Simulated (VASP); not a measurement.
VASP ran on this input.

**KPOINTS**
```
Automatic mesh
0
Gamma
  6 6 4
```

### INCAR
```
IBRION=2   ! conjugate gradients
ISIF=3
SYSTEM=CdS
LCHARG=.False.
LMAXMIX=4   ! l cut-off of mixed one-centre charges
GGA=PE
ISMEAR=0   ! Gaussian
NSW=40   ! most ionic steps
ALGO=Normal
SIGMA=0.05
LREAL=.False.   ! projection in real space or not
PREC=Accurate
EDIFF=1E-7   ! SCF stop (eV)
PSTRESS=100   ! kbar
NELM=100
LWAVE=.False.
LASPH=.True.
ENCUT=480   ! plane-wave cut-off (eV)
EDIFFG=-0.01
```

File POSCAR:
```
CdS
1
    2.0980360424    -3.6339048429     0.0000000000
    2.0980360424     3.6339048429     0.0000000000
    0.0000000000     0.0000000000     6.8148994377
Cd S
2 2
Direct
  0.6666670000   0.3333330000   0.5000029639
  0.3333330000   0.6666670000   0.0000029639
  0.6666670000   0.3333330000   0.8769970361
  0.3333330000   0.6666670000   0.3769970361
```

POTCAR, in this order: Cd S (PBE.64 set). Program: vasp_std.

Task: Translate this PBE calculation to Ansatz.

Result: One equivalent input (not run):
Ansatz 0.2 input:
```yaml
crystal:
  lattice:
    - [2.0980360, -3.6339048, 0.0000000]
    - [2.0980360, 3.6339048, 0.0000000]
    - [0.0000000, 0.0000000, 6.8148994]
  atoms:
    - { symbol: Cd, position: [0.6666670, 0.3333330, 0.5000030] }
    - { symbol: Cd, position: [0.3333330, 0.6666670, 0.0000030] }
    - { symbol: S, position: [0.6666670, 0.3333330, 0.8769970] }
    - { symbol: S, position: [0.3333330, 0.6666670, 0.3769970] }
kpoints:
  mp_grid: { grid: [6, 6, 4] }
hamiltonian:
  xc: pbe
  pseudopotentials: { kind: paw }
scf:
  occupations: { method: gaussian, width: 0.05 }
  max_iter: 100
relax:
  max_steps: 40
  f_tol: 0.01
  cell: { p_target: 10 }
output: { forces: true, stress: true, eigenvalues: true }
```
What does not carry over: each code has its own PAW files, so the cut-off isn't converted (ENCUT is set for VASP's; basis.ecutwfc is left out, and Ansatz then takes the one that its files recommend); Ansatz stops its SCF on the density residual and VASP on the energy change (EDIFF).

The compound is CdS in the wurtzite structure. This run relaxes it under an external pressure of 10 GPa. Symmetry was kept, so distortions that lower it aren't found.
